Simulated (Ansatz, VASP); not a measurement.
# GeCl2 in two plane-wave programs, part 2 of 2

Aim: how closely do two programs agree when they are given the same cell, functional and k mesh? The cell is generated by rule, not measured, and may not be a known phase. The cell is taken from a series of VASP runs on this material, whose earlier steps may have relaxed, scaled or displaced it; both programs get it as it stands.

VASP 6.6.1 and Ansatz 0.2.0.

So far: Set-up; VASP: zone-centre phonons, PBEsol.

### 2. VASP: zone-centre phonons, PBEsol (continued)

Level of this step: PBEsol; plane waves and PAW (Ge_d, Cl); invented cell (VASP).

Numbers of over 12 decimals in the logs are rounded to 6 here.

OUTCAR, selected parts (step 2):

```text
ion  position               nearest neighbor table
   1  0.000  0.000  0.000-   2 2.62   3 2.62   2 2.62   3 2.62   3 2.62   2 2.62
   2  0.333  0.667  0.257-   1 2.62   1 2.62   1 2.62
   3  0.667  0.333  0.743-   1 2.62   1 2.62   1 2.62

  LATTYP: Found a hexagonal cell.
 ALAT       =     3.5921000640
 C/A-ratio  =     1.7351799474

 Subroutine GETGRP returns: Found 12 space group operations
 (whereof 12 operations were pure point group operations)

The static configuration has the point symmetry D_3d.

 Found    100 irreducible k-points:

   k-points           NKPTS =    100   k-points in BZ     NKDIM =    100   number of bands    NBANDS=     20

   dimension x,y,z NGX =    24 NGY =   24 NGZ =   42
   dimension x,y,z NGXF=    48 NGYF=   48 NGZF=   84

   ENCUT  =  410.0 eV  30.13 Ry    5.49 a.u.   5.93  5.93 10.29*2*pi/ulx,y,z

   NELECT =      28.0000    total number of electrons

 k-points in reciprocal lattice and weights: Automatic mesh
   0.00000000  0.00000000  0.00000000       0.001
   0.08333333  0.00000000  0.00000000       0.007
   0.16666667  0.00000000  0.00000000       0.007
   0.25000000  0.00000000  0.00000000       0.007
   0.33333333  0.00000000  0.00000000       0.007
   0.41666667  0.00000000  0.00000000       0.007
   0.50000000  0.00000000  0.00000000       0.003
   0.08333333  0.08333333  0.00000000       0.007
   0.16666667  0.08333333  0.00000000       0.014
[...]
0.33333333  0.25000000  0.50000000       0.014
   0.33333333  0.33333333  0.50000000       0.002

 average (electrostatic) potential at core
       1 -75.9449       2 -92.7512       3 -92.7512

  Total        1.9445448      1.9445448      0.2179241      0.0000000      0.0000000      0.0000000
  in kB       44.7309490     44.7309490      5.0129734      0.0000000      0.0000000      0.0000000
  external PRESSURE =      31.4916238 kB  Pullay stress =       0.0000000 kB

  energy-cutoff  :      410.00
  volume of cell :       69.65
      direct lattice vectors                 reciprocal lattice vectors
     3.592100064  0.000000000  0.000000000     0.278388681  0.160727780  0.000000000
    -1.796050032  3.110849908  0.000000000     0.000000000  0.321455560  0.000000000
     0.000000000  0.000000000  6.232940000     0.000000000  0.000000000  0.160437931

 POSITION                                       TOTAL-FORCE (eV/Angst)
 -----------------------------------------------------------------------------------
      0.00000      0.00000      0.00000         0.000000      0.000000      0.000000
     -0.00000      2.07390      1.60421        -0.000000     -0.000000      0.000611
      1.79605      1.03695      4.62873        -0.000000      0.000000     -0.000611
 -----------------------------------------------------------------------------------
    total drift:                               -0.000000      0.000000     -0.000000

 MACROSCOPIC STATIC DIELECTRIC TENSOR (including local field effects in DFT)
 ------------------------------------------------------
           5.674054    -0.000000     0.000000
           0.000000     5.674054     0.000000
          -0.000000     0.000000     3.952018
 ------------------------------------------------------

 PIEZOELECTRIC TENSOR (including local field effects)  for field in x, y, z        (C/m^2)
          XX          YY          ZZ          XY          YZ          ZX
  --------------------------------------------------------------------------------
  x     0.00000     0.00000     0.00000     0.00000     0.00000     0.00000
  y     0.00000     0.00000     0.00000     0.00000     0.00000     0.00000
  z     0.00000     0.00000     0.00000     0.00000     0.00000     0.00000

 BORN EFFECTIVE CHARGES (including local field effects) (in |e|, cummulative output)
 ---------------------------------------------------------------------------------
 ion    1
    1     3.95760     0.00000     0.00000
    2     0.00000     3.95760     0.00000
    3    -0.00000    -0.00000     1.73111
 ion    2
    1    -1.97880     0.00000     0.00000
    2     0.00000    -1.97880    -0.00000
    3     0.00000     0.00000    -0.86555
 ion    3
    1    -1.97880     0.00000     0.00000
    2     0.00000    -1.97880    -0.00000
    3     0.00000     0.00000    -0.86555

 Eigenvectors and eigenvalues of the dynamical matrix
 ----------------------------------------------------

   1 f  =    8.378354 THz    52.642751 2PiTHz  279.471807 cm-1    34.650072 meV
             X         Y         Z           dx          dy          dz
      0.000000  0.000000  0.000000    -0.000000    0.000000   -0.705154
     -0.000000  2.073900  1.604205    -0.000000    0.000000    0.501377
      1.796050  1.036950  4.628735     0.000000   -0.000000    0.501377

   2 f  =    6.678162 THz    41.960126 2PiTHz  222.759490 cm-1    27.618644 meV
             X         Y         Z           dx          dy          dz
      0.000000  0.000000  0.000000    -0.000000    0.000000    0.000000
     -0.000000  2.073900  1.604205    -0.000000    0.000000    0.707107
      1.796050  1.036950  4.628735     0.000000   -0.000000   -0.707107

   3 f  =    4.763171 THz    29.927884 2PiTHz  158.882274 cm-1    19.698883 meV
             X         Y         Z           dx          dy          dz
      0.000000  0.000000  0.000000     0.000000   -0.000000   -0.000000
     -0.000000  2.073900  1.604205    -0.707107    0.000000    0.000000
      1.796050  1.036950  4.628735     0.707107   -0.000000    0.000000

   4 f  =    4.763171 THz    29.927884 2PiTHz  158.882274 cm-1    19.698883 meV
             X         Y         Z           dx          dy          dz
      0.000000  0.000000  0.000000     0.000000    0.000000   -0.000000
     -0.000000  2.073900  1.604205     0.000000    0.707107   -0.000000
      1.796050  1.036950  4.628735    -0.000000   -0.707107   -0.000000

   5 f  =    3.199658 THz    20.104041 2PiTHz  106.729088 cm-1    13.232714 meV
             X         Y         Z           dx          dy          dz
      0.000000  0.000000  0.000000    -0.722703    0.000001   -0.000000
     -0.000000  2.073900  1.604205     0.488723   -0.000001    0.000000
      1.796050  1.036950  4.628735     0.488723   -0.000001    0.000000

   6 f  =    3.199658 THz    20.104041 2PiTHz  106.729088 cm-1    13.232714 meV
             X         Y         Z           dx          dy          dz
      0.000000  0.000000  0.000000     0.000001    0.722703   -0.000000
     -0.000000  2.073900  1.604205    -0.000001   -0.488723   -0.000000
      1.796050  1.036950  4.628735    -0.000001   -0.488723   -0.000000

   7 f/i=    0.026632 THz     0.167335 2PiTHz    0.888352 cm-1     0.110142 meV
             X         Y         Z           dx          dy          dz
      0.000000  0.000000  0.000000     0.000000    0.000000    0.709054
     -0.000000  2.073900  1.604205     0.000000    0.000000    0.498619
      1.796050  1.036950  4.628735     0.000000    0.000000    0.498619

   8 f/i=    0.090394 THz     0.567965 2PiTHz    3.015231 cm-1     0.373841 meV
             X         Y         Z           dx          dy          dz
      0.000000  0.000000  0.000000    -0.000083   -0.691159    0.000000
     -0.000000  2.073900  1.604205    -0.000061   -0.511028    0.000000
      1.796050  1.036950  4.628735    -0.000061   -0.511028    0.000000

   9 f/i=    0.090394 THz     0.567965 2PiTHz    3.015231 cm-1     0.373841 meV
             X         Y         Z           dx          dy          dz
      0.000000  0.000000  0.000000    -0.691159    0.000083    0.000000
     -0.000000  2.073900  1.604205    -0.511028    0.000061    0.000000
      1.796050  1.036950  4.628735    -0.511028    0.000061    0.000000

 MACROSCOPIC STATIC DIELECTRIC TENSOR IONIC CONTRIBUTION
 ------------------------------------------------------
          26.544880     0.000000     0.000000
           0.000000    26.544880     0.000000
           0.000000     0.000000     0.753950
 ------------------------------------------------------

 ELASTIC MODULI CONTR FROM IONIC RELAXATION (kBar)
 Direction    XX          YY          ZZ          XY          YZ          ZX
 --------------------------------------------------------------------------------
 XX        -356.3932   -140.2180   -378.0717     -0.0000    198.0177      0.0000
 YY        -140.2180   -356.3932   -378.0717      0.0000   -198.0177     -0.0000
 ZZ        -378.0717   -378.0717   -575.6543     -0.0000     -0.0000      0.0000
 XY          -0.0000      0.0000     -0.0000   -108.0876      0.0000    183.8039
 YZ         198.0177   -198.0177     -0.0000      0.0000   -362.7707     -0.0000
 ZX           0.0000     -0.0000      0.0000    183.8039     -0.0000   -312.5602
 --------------------------------------------------------------------------------

 PIEZOELECTRIC TENSOR IONIC CONTR  for field in x, y, z        (C/m^2)
          XX          YY          ZZ          XY          YZ          ZX
  --------------------------------------------------------------------------------
  x    -0.00000     0.00000     0.00000     0.00000     0.00000    -0.00000
  y     0.00000    -0.00000    -0.00000    -0.00000    -0.00000     0.00000
  z    -0.00000    -0.00000    -0.00000     0.00000    -0.00000    -0.00000
```

### 3. Ansatz: zone-centre phonons, PBEsol

Ansatz runs on its default PAW (the set named soft_2) files.

The same cell, functional and mesh now go to Ansatz, which takes its cutoff from its data sets.

Contents of input.yaml:

```yaml
crystal:
  lattice:
    - [3.592100064, 0.0, 0.0]
    - [-1.796050032, 3.110849908, 0.0]
    - [0.0, 0.0, 6.23294]
  atoms:
    - { symbol: Ge, position: [0.0, 0.0, 0.0] }
    - { symbol: Cl, position: [0.333333333, 0.666666667, 0.2573753992] }
    - { symbol: Cl, position: [0.666666667, 0.333333333, 0.7426246008] }
hamiltonian:
  xc: pbesol
  pseudopotentials: { kind: paw }
kpoints:
  mp_grid: { grid: [12, 12, 6] }
scf:
  occupations: { method: fixed }
phonons:
  method: dfpt
  qpoints: [[0, 0, 0]]
  dielectric: true
  rigid_motions: translations
```

Launch:

```bash
ansatz run input.yaml --threads 4 --pin off --max-ram 9216MiB --backend cpu --events-out ev --progress --plain --runs-dir out
```

Log:

```text
Engine: ansatz 0.2.0, x86_64-unknown-linux-gnu
Pseudopotentials: kind: paw
Pseudopotential: Ge, paw, valence charge 14, recommended cutoff 420 eV (normal), Ge.paw.azcp
Pseudopotential: Cl, paw, valence charge 7, recommended cutoff 420 eV (normal), Cl.paw.azcp
Functional definition: PBEsol
  exchange = pbesol_x
  correlation = pbesol_c
Crystal: 3 atoms, lattice volume = 69.650 Å³
Basis set: ecut = 420 eV, 1305 PW (Γ), exchange–correlation on 50×50×90 points (8 copies of the dense FFT grid, shifted against one another)
Bands: 18, of which v1, the nominal top of the filled ones, is band 14 counted from 1 (13 counted from 0)
Symmetry: 12 space group operations
k-points: 242 of 864 (irreducible under 2 space group operations, time reversal used)
Non-local potential: Ge, projectors of the file, l = 0: 2, l = 1: 2, l = 2: 3, l = 3: 1
Non-local potential: Cl, projectors of the file, l = 0: 2, l = 1: 2, l = 2: 2
PAW form: soft (Blöchl's): semilocal exchange-correlation on the pseudo side does not see the compensation charge
PAW frozen core: Ge, regenerated for the run's functional, and the local potential with it (the file was generated under x = pbe(κ = 0.804, μ = 0.219515), c = pbe(β = 0.066725))
PAW frozen core: Cl, regenerated for the run's functional, and the local potential with it (the file was generated under x = pbe(κ = 0.804, μ = 0.219515), c = pbe(β = 0.066725))
PAW one-centre angular grid: Ge, 590 points (default); XC on 64 Gauss nodes
PAW one-centre angular grid: Cl, 110 points (default); XC on 64 Gauss nodes
Initial density: superposition of atomic densities (neutral atoms: chi_scale 0, normalization atom), corrected by the library's trained network
Initial wavefunctions: pseudopotential atomic-orbital guess
Functional: x = pbesol(κ = 0.804, μ = 0.123457), c = pbesol(β = 0.046)
SCF iter   1: F=—  HF=-6377.240287 eV  |F-HF|=—  |Δ(HF+E_count)|=         —  Δρ=4.98e-3  dr2=2.81e-2  ethr=1.77e-3  ⟨swp⟩=4.1  Hψ=18413  notcnv=0  defer=223
preconditioner: auto → Resta (q_TF=auto, 2.344 Å⁻¹)  ε∞=4.1  [insulator: Δε(μ)=2.548 eV  Ē_g=10.750 eV  n_scr=22 (ndim 8)  ℏωp=18.9 eV  f_vac=0.061  ε∞_Penn≈4.1]
SCF iter   2: F=—  HF=-6377.231467 eV  |F-HF|=—  |Δ(HF+E_count)|=   8.82e-3  Δρ=1.69e-3  dr2=2.48e-3  ethr=1.01e-4  ⟨swp⟩=2.8  Hψ=8337  notcnv=0  defer=478
SCF iter   3: F=—  HF=-6377.230969 eV  |F-HF|=—  |Δ(HF+E_count)|=   4.98e-4  Δρ=5.74e-4  dr2=2.27e-4  ethr=8.87e-6  ⟨swp⟩=2.5  Hψ=7352  notcnv=0  defer=480
SCF iter   4: F=—  HF=-6377.230995 eV  |F-HF|=—  |Δ(HF+E_count)|=   2.59e-5  Δρ=1.98e-4  dr2=2.72e-5  ethr=8.09e-7  ⟨swp⟩=2.0  Hψ=7712  notcnv=0  defer=478
SCF iter   5: F=—  HF=-6377.230989 eV  |F-HF|=—  |Δ(HF+E_count)|=   5.67e-6  Δρ=5.69e-5  dr2=2.81e-6  ethr=9.72e-8  ⟨swp⟩=2.0  Hψ=7744  notcnv=0  defer=10
SCF iter   6: F=—  HF=-6377.230992 eV  |F-HF|=—  |Δ(HF+E_count)|=   2.97e-6  Δρ=1.40e-5  dr2=1.88e-7  ethr=1.00e-8  ⟨swp⟩=2.0  Hψ=5963  notcnv=0  defer=1
SCF iter   7: F=—  HF=-6377.230992 eV  |F-HF|=—  |Δ(HF+E_count)|=   3.62e-7  Δρ=2.64e-6  dr2=4.88e-9  ethr=6.70e-10  ⟨swp⟩=2.0  Hψ=6418  notcnv=0  defer=1
SCF iter   8: F=—  HF=-6377.230992 eV  |F-HF|=—  |Δ(HF+E_count)|=   1.80e-8  Δρ=7.17e-7  dr2=7.03e-10  ethr=1.74e-11  ⟨swp⟩=2.0  Hψ=7745  notcnv=0  defer=1
SCF iter   9: F=-6377.230992 eV  HF=-6377.230992 eV  |F-HF|=8.28e-11  |Δ(HF+E_count)|=  8.95e-10  Δρ=1.61e-7  dr2=2.74e-11  ethr=1.00e-12  ⟨swp⟩=6.0  Hψ=27511  notcnv=0
SCF 1 converged in 9 iterations: F = -6377.230992 eV  dr2 = 2.74e-11
  greatest PAW one-centre occupation: 0.999 electrons in one spin orbital (limit 2), on the Ge atom at site 0 (counted from 0), in its partial waves of l = 2
DFPT response loops at Γ: preconditioner auto → Resta (q_TF=auto, 2.344 Å⁻¹)  ε∞=4.8 (no band partly filled); β = 1.00, the filter's whole step (`scf.mixing.beta` (0.50) is not read by the response loops at its default; to damp them type it under 1.00, their step now; it binds the ground state too); Broyden in place of MSR1
── the response to a field inside a basis, on 12×12×6 k-points: an SCF that follows is theirs, and a resumed run solves both again ──
Bands: 15, of which v1, the nominal top of the filled ones, is band 14 counted from 1 (13 counted from 0)
k-points: 234 of 864 (irreducible under 4 space group operations)
Initial density: handed on by an earlier stage of this run
Initial wavefunctions: pseudopotential atomic-orbital guess (no wavefunctions were taken with the density)
Eigensolver: Dense (234 Hₖ)
SCF iter   1: F=—  HF=-6377.226892 eV  |F-HF|=—  |Δ(HF+E_count)|=         —  Δρ=1.30e-4  dr2=2.34e-6  ethr=1.00e-1
preconditioner: auto → Resta (q_TF=auto, 2.344 Å⁻¹)  ε∞=3.2  [insulator: Δε(μ)=2.721 eV  Ē_g=15.826 eV  n_scr=22 (ndim 8)  ℏωp=23.5 eV  f_vac=0.059  ε∞_Penn≈3.2]
SCF iter   2: F=—  HF=-6377.226891 eV  |F-HF|=—  |Δ(HF+E_count)|=   4.98e-7  Δρ=8.94e-5  dr2=1.90e-6  ethr=8.35e-9
SCF iter   3: F=—  HF=-6377.226892 eV  |F-HF|=—  |Δ(HF+E_count)|=   4.71e-7  Δρ=2.52e-5  dr2=1.39e-7  ethr=6.80e-9
SCF iter   4: F=-6377.226892 eV  HF=-6377.226892 eV  |F-HF|=1.54e-9  |Δ(HF+E_count)|=   6.27e-8  Δρ=2.65e-6  dr2=3.43e-9  ethr=4.98e-10
SCF 1 converged in 4 iterations: F = -6377.226892 eV  dr2 = 3.43e-9
DFPT response loops at Γ: preconditioner auto → Resta (q_TF=auto, 2.344 Å⁻¹)  ε∞=4.7 (no band partly filled); β = 1.00, the filter's whole step (`scf.mixing.beta` (0.50) is not read by the response loops at its default; to damp them type it under 1.00, their step now; it binds the ground state too); Broyden in place of MSR1
SCF converged after 9 iterations
Free energy (F): -6377.230992 eV
Harris-Foulkes:  -6377.230992 eV  (|F-HF|=8.28e-11)
Internal energy: -6377.230992 eV  (E = F + TS)
E sigma→0 (E₀):  -6377.230992 eV
Fermi energy:    4.683377 eV
--- Per-component energies (eV) ---
  E_band       = -220.786928
  E_kinetic    = 430.741897
  E_local      = -3393.725844  (includes V_loc(G=0)·N_el)
  E_nonlocal   = 471.279129
  E_hartree    = 1434.892940
  E_xc         = -286.637208
  E_vxc        = -306.740160  (∫ρ·V_xc dr)
  E_paw        = -3254.078018  (= ΣΔE_a)
  E_vpaw       = -292.128359  (= ΣTr[D̂ρ^β])
  E_aug_tail   = 0.000546  (compensation charges beyond the density's cutoff)
  E_ewald      = -1780.779234
  E_core_change = 1.074800  (= ΣΔE_core)
  E_smearing   = -0.000000  (= −TS)
  E_closure    = -0.000000  (closes the sum)
  Σ components = -6377.230992   (vs F -6377.230992, Δ=0.00e0)
--- Band table (eV; the first three rows and the last of 242) ---
  k-point 0: bands = [... 10 lower, 2.5697, 2.5780, 2.5780, 3.5825, 7.5443, 8.8882, 8.8882, 12.7233]
  k-point 1: bands = [... 10 lower, 2.5323, 2.6184, 2.6184, 3.9349, 7.4884, 8.8633, 8.8633, 12.5881]
  k-point 2: bands = [... 10 lower, 2.5038, 2.6528, 2.6528, 4.4440, 7.3617, 8.8145, 8.8145, 12.3611]
  k-point 241: bands = [... 10 lower, 0.8139, 1.9708, 2.1343, 4.2338, 8.0777, 8.1234, 9.4011, 12.8327]
--- Phonons (Γ-DFPT): 4 representative perturbations + reference, on 242 of 864 k-points (Σ response iterations 13) ---
  k mesh reduced under 2 symmetry operations, with k and −k counted as one. Each operation leaves every solved perturbation unchanged. A smaller set is not considered because the run solves the response to a homogeneous field
  ASR residual: 6.477e-5 → 0.000e0 eV/Å²; symmetrization residual: 7.820e-6 eV/Å²
  ASR residual per site (eV/Å²): 5.53e-5 6.48e-5 6.48e-5
  Γ frequencies (cm⁻¹): 0.00 0.00 0.00 102.99 102.99 158.79 158.79 222.30 277.73
  ε∞ (high-frequency dielectric tensor):
        5.678534    -0.000000     0.000000
       -0.000000     5.678534    -0.000000
        0.000000    -0.000000     3.950746
  ε⁰ (static dielectric tensor: ions relaxed, cell fixed):
       34.704396    -0.000000     0.000000
       -0.000000    34.704396     0.000000
        0.000000     0.000000     4.712620
  ε⁰ − ε∞ (ionic part):
       29.025862    -0.000000     0.000000
       -0.000000    29.025862     0.000000
        0.000000     0.000000     0.761873
  softest optical mode at Γ: 102.99 cm⁻¹; the repairs (sum rule, projections) moved no ω² at Γ by more than (1.02 cm⁻¹)²
  Born effective charges Z* (e; rows j = field, columns β = displacement):
    site 0:
         3.95407   -0.00000    0.00000
        -0.00000    3.95407    0.00000
         0.00000    0.00000    1.72751
    site 1:
        -1.97704    0.00000   -0.00000
         0.00000   -1.97704   -0.00000
        -0.00000   -0.00000   -0.86376
    site 2:
        -1.97704    0.00000   -0.00000
         0.00000   -1.97704   -0.00000
        -0.00000   -0.00000   -0.86376
  Z* charge neutrality: 1.397e-4 e pre-enforcement
  solved inside a basis spanned on kpoints, on 12×12×6 k-points, its susceptibility summed on 16×16×8: ε∞ is read to err by 1.5e-2, Z* by 1.5e-2 e (field_mesh: kpoints solves on kpoints); Z* is corrected for what the basis lacks
  optical modes at Γ without the LO–TO term, one row a degenerate level:
      ω (cm⁻¹)  modes    IR ((D/Å)²/amu)
        102.99      2            20.1076
        158.79      2             0.0000
        222.30      1             0.0000
        277.73      1             1.9190
  optical modes at Γ + LO–TO along q̂ = [1.0000, 0.0000, 0.0000]:
      ω (cm⁻¹)  modes    IR ((D/Å)²/amu)
        102.99      1            10.0538
        158.79      2             0.0000
[...]
optical modes at Γ + LO–TO along q̂ = [0.0000, 1.0000, 0.0000]:
      ω (cm⁻¹)  modes    IR ((D/Å)²/amu)
[...]
158.79      2             0.0000
        222.30      1             0.0000
        254.60      1            10.0538
        277.73      1             1.9190
  optical modes at Γ + LO–TO along q̂ = [0.0000, 0.0000, 1.0000]:
      ω (cm⁻¹)  modes    IR ((D/Å)²/amu)
        102.99      2            20.1076
        158.79      2             0.0000
        222.30      1             0.0000
        303.33      1             1.9190
--- Phonons (arbitrary-q DFPT): 1 explicit q-point ---
  q = [0, 0, 0] (of the zone-centre solve; hermiticity 8.19e-7, symmetrization 4.55e-7): -0.00 0.00 0.00 102.99 102.99 158.79 158.79 222.30 277.73
  sum rule: each row above includes the acoustic sum rule's correction from the zone centre's row sums; it moved no ω² by more than (0.70 cm⁻¹)²
```

It took 59 s on 4 threads of Intel Xeon 6975P-C (Granite Rapids), shared host; peak memory 1.4 GiB; 3.6 min of CPU time.

The column dr2 measures how far the density is from self-consistency, as an energy; F and HF (Harris–Foulkes) agree once it is small.

### 4. Side by side

Known differences besides the potentials themselves: the cutoff is 420 eV in Ansatz and 410 eV in VASP; Ansatz makes its cores anew for this functional, VASP keeps those of its PBE data sets; VASP leaves aspherical gradient terms in its spheres out (LASPH is not set), Ansatz keeps them. Total energies have different zeros and are not compared.

Compared:

```tsv
quantity	Ansatz	VASP	difference
ε∞ xx	5.68	5.67	+0.08 %
ε∞ yy	5.68	5.67	+0.08 %
ε∞ zz	3.95	3.95	-0.03 %
Born charge of Ge1 (mean of the diagonal) (e)	3.21	3.22	0.00
Born charge of Cl2 (mean of the diagonal) (e)	-1.61	-1.61	0.00
optical mode 1 to 2 (cm⁻¹)	103.0	106.7	-3.50 %
optical mode 3 to 4 (cm⁻¹)	158.8	158.9	-0.06 %
optical mode 5 (cm⁻¹)	222.3	222.8	-0.21 %
optical mode 6 (cm⁻¹)	277.7	279.5	-0.62 %
```

Modes are paired by rising frequency and degeneracy, not by their patterns, so a pair may still set unlike modes beside each other.

### 5. Outcome

| Property | Result |
| --- | --- |
| r.m.s. difference of the optical zone-centre modes, each program's sorted by frequency (zone-centre phonons, PBEsol) | 2.3 cm⁻¹ |
| difference in optical mode 1 to 2 (zone-centre phonons, PBEsol) | -3.5 % |

**Reading.** The r.m.s. difference of the optical zone-centre modes, each program's sorted by frequency is 2.3 cm⁻¹ (zone-centre phonons, PBEsol). Among the rows given in per cent, the largest difference of the zone-centre phonons, PBEsol pair is in optical mode 1 to 2, -3.5 %. How closely two codes agree says nothing of how well the functional describes the real material.

[Lines on the potential files, build, host, timing and source positions are cut from VASP's logs without a mark.]

[Logs are printed without paths, hosts, clocks, repeated set-up lines and the standing remarks that a program may print on its own settings, such as how far it seeks lower states.]

[Hosts, paths, dates, database ids (printed as entryN), source tags and the programs' standing remarks are cut or masked in the printed files.]
